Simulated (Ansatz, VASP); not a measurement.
# Ge (Germanium): VASP beside Ansatz, part 2 of 2

One calculation is typed for both programs; each brings its own data sets and cutoff. How far apart do they land? The cell is taken from a series of VASP runs on this material, whose earlier steps may have relaxed, scaled or displaced it; both programs get it as it stands.

VASP 6.6.1 and Ansatz 0.2.0.

So far: Starting point; Ansatz: zone-centre phonons, LDA; VASP: zone-centre phonons, LDA; Differences.

**5. VASP: zone-centre phonons, PBE**

Level of this step: PBE; plane waves and PAW (Ge_d) (VASP).

Second derivatives magnify differences that forces hide, and they need a tight electronic threshold. The cell compared in this pair holds 47.55 Å³, against 45.28 Å³ for the pair before.

INCAR

```
SYSTEM = Ge
PREC = Accurate
ENCUT = 450
EDIFF = 1E-08
NELM = 100
ISMEAR = 1
SIGMA = 0.15
LREAL = .FALSE.
ALGO = Normal
GGA = PE
NBANDS = 20
LORBIT = 11
LWAVE = .FALSE.
LCHARG = .FALSE.
KPAR = 2
IBRION = 8
ISIF = 2
```

POSCAR

```
Ge
1.0
    0.0000000000      2.8754681388      2.8754681388
    2.8754681388      0.0000000000      2.8754681388
    2.8754681388      2.8754681388      0.0000000000
Ge
2
Direct
    0.7500000000      0.7500000000      0.7500000000
    0.5000000000      0.5000000000      0.5000000000
```

KPOINTS

```
Automatic mesh
0
Gamma
12 12 12
0 0 0
```

Potentials, in the order of the species: Ge_d (PBE family, release 64).

Command:

```console
mpirun -np 2 vasp_std
```

Numbers of over 12 decimals in the logs are rounded to 6 here.

Log:

```text
[banner, memory and clock lines left out]
running    2 mpi-ranks, on    1 nodes
[...]
LDA part: xc-table for (Slater+PW92), standard interpolation
 POSCAR, INCAR and KPOINTS ok, starting setup
[...]
entering main loop
       N       E                     dE             d eps       ncg     rms          rms(c)
DAV:   1     0.178797948454E+03    0.17880E+03   -0.13969E+04  3024   0.351E+03
DAV:   2     0.161888503717E+02   -0.16261E+03   -0.15849E+03  2880   0.561E+02
DAV:   3    -0.831679127127E+01   -0.24506E+02   -0.24355E+02  3268   0.142E+02
DAV:   4    -0.909434876145E+01   -0.77756E+00   -0.77710E+00  3228   0.298E+01
[...]
DAV:  12    -0.903447608054E+01   -0.72107E-07   -0.57751E-07  3648   0.146E-02    0.406E-04
DAV:  13    -0.903447600987E+01    0.70673E-07   -0.32675E-08  3132   0.218E-03    0.134E-04
DAV:  14    -0.903447600841E+01    0.14579E-08   -0.26042E-09  1952   0.553E-04
   1 F= -.90344760E+01 E0= -.90345177E+01  d E =0.125141E-03
 Linear response reoptimize wavefunctions to high precision
DAV:   1    -0.903447601278E+01   -0.43665E-08   -0.35301E-10  1848   0.249E-04
DAV:   2    -0.903447601279E+01   -0.10004E-10   -0.86777E-11  1632   0.111E-04
 Linear response DOF=           1
 Linear response progress:
  Degree of freedom:   1/  1
       N       E                     dE             d eps       ncg     rms          rms(c)
RMM:   1    -0.186712392541E+00   -0.18671E+00    0.79069E+00 13789   0.436E+01
RMM:   2    -0.193779939683E+00   -0.70675E-02   -0.12274E-02 18183   0.102E+00    0.693E-02
RMM:   3    -0.193797075704E+00   -0.17136E-04   -0.89281E-04 19138   0.308E-01    0.405E-02
RMM:   4    -0.193697402546E+00    0.99673E-04   -0.47765E-05 20378   0.780E-02    0.471E-03
[...]
RMM:  12    -0.193711194006E+00   -0.27223E-07   -0.69669E-09 22199   0.485E-05    0.250E-06
RMM:  13    -0.193711215776E+00   -0.21771E-07    0.12721E-08 21801   0.367E-05    0.669E-07
RMM:  14    -0.193711224034E+00   -0.82574E-08    0.86206E-09 20818   0.306E-05    0.768E-08
 first order change of Fermi-energy   0.14959E-03
 force on displaced ion       1 direction 1 :  -9.936  -0.000  -0.000
 Linear response finished
```

From OUTCAR (step 5):

```text
  Total       -0.0035374     -0.0035374     -0.0035374     -0.0000000      0.0000000      0.0000000
  in kB       -0.1191889     -0.1191889     -0.1191889     -0.0000000      0.0000000      0.0000000
  external PRESSURE =      -0.1191889 kB  Pullay stress =       0.0000000 kB

 POSITION                                       TOTAL-FORCE (eV/Angst)
 -----------------------------------------------------------------------------------
      4.31320      4.31320      4.31320        -0.000000     -0.000000     -0.000000
      2.87547      2.87547      2.87547         0.000000      0.000000      0.000000
 -----------------------------------------------------------------------------------
    total drift:                                0.000000      0.000000      0.000000

[... 1 part as in an earlier step ...]

[... 1 further part left out ...]
```

**6. Ansatz: zone-centre phonons, PBE**

The same cell, functional, mesh and smearing now go to Ansatz, which takes its cutoff from its data sets.

The cell is taken from a series of VASP runs on this material, whose earlier steps may have relaxed, scaled or displaced it; both programs get it as it stands.

input.yaml

```yaml
crystal:
  lattice:
    - [0.0, 2.8754681388, 2.8754681388]
    - [2.8754681388, 0.0, 2.8754681388]
    - [2.8754681388, 2.8754681388, 0.0]
  atoms:
    - { symbol: Ge, position: [0.75, 0.75, 0.75] }
    - { symbol: Ge, position: [0.5, 0.5, 0.5] }
hamiltonian:
  xc: pbe
  pseudopotentials: { kind: paw }
kpoints:
  mp_grid: { grid: [12, 12, 12] }
scf:
  occupations: { method: methfessel_paxton, width: 0.15 }
phonons:
  method: dfpt
  qpoints: [[0, 0, 0]]
```

Command:

```console
ansatz run input.yaml --threads 4 --pin off --max-ram 9216MiB --backend cpu --events-out ev --progress --plain --runs-dir out
```

Log:

```text
[...]
Crystal: 2 atoms, lattice volume = 47.551 Å³
Basis set: ecut = 420 eV, 941 PW (Γ), exchange–correlation on 64×64×64 points (8 copies of the dense FFT grid, shifted against one another)
Bands: 18, of which v1, the nominal top of the filled ones, is band 14 counted from 1 (13 counted from 0)
Symmetry: 48 space group operations
k-points: 163 of 1728 (irreducible under 8 space group operations, time reversal used)
[...]
k-point 2: bands = [... 10 lower, -4.1470, 4.7426, 7.4518, 7.4518, 8.7109, 11.1249, 11.1249, 11.8973]
  k-point 162: bands = [... 10 lower, -0.6821, -0.6821, 4.2662, 4.2662, 12.0664, 12.0664, 12.6230, 12.6230]
[...]
ASR residual: 1.739e-5 → 0.000e0 eV/Å²; symmetrization residual: 1.407e-12 eV/Å²
  ASR residual per site (eV/Å²): 1.74e-5 1.74e-5
  Γ frequencies (cm⁻¹): 0.00 0.00 0.00 272.04 272.04 272.04
[...]
--- Phonons (arbitrary-q DFPT): 1 explicit q-point ---
[...]
[key lines of the parts left out:]
SCF converged after 7 iterations
Free energy (F): -8589.966693 eV
Fermi energy:    7.916404 eV
```

Run time: 4.2 s. Hardware: 4 threads of AMD EPYC 9R45 (Zen 5), shared host; peak memory 0.76 GiB; 12 s of CPU time.

**7. Side by side**

What differs besides the data sets and the points named for the pairs above, as far as they apply: VASP leaves aspherical gradient terms in its spheres out (LASPH is not set), Ansatz keeps them. Total energies have different zeros and are not compared.

Both answers:

| quantity | Ansatz | VASP | difference |
| --- | --- | --- | --- |
| optical mode 1 to 3 (cm⁻¹) | 272.0 | 272.8 | -0.28 % |

Modes are paired by rising frequency and degeneracy, not by their patterns, so a pair may still set unlike modes beside each other.

**8. Results**

```json
{
 "r.m.s. difference of the optical zone-centre modes, each program's sorted by frequency (zone-centre phonons, LDA)": "1.3 cm⁻¹",
 "r.m.s. difference of the optical zone-centre modes, each program's sorted by frequency (zone-centre phonons, PBE)": "0.77 cm⁻¹"
}
```

What this shows: The r.m.s. difference of the optical zone-centre modes, each program's sorted by frequency is 1.3 cm⁻¹ (zone-centre phonons, LDA). Such differences can come from data sets, numerical settings and the points named under the comparisons, not from the functional's error against experiment.

[Lines on the potential files, build, host, timing and source positions are cut from VASP's logs without a mark.]

[Logs are printed without paths, hosts, clocks, repeated set-up lines and the standing remarks that a program may print on its own settings, such as how far it seeks lower states.]

[Hosts, paths, dates, database ids (printed as entryN), source tags and the programs' standing remarks are cut or masked in the printed files.]
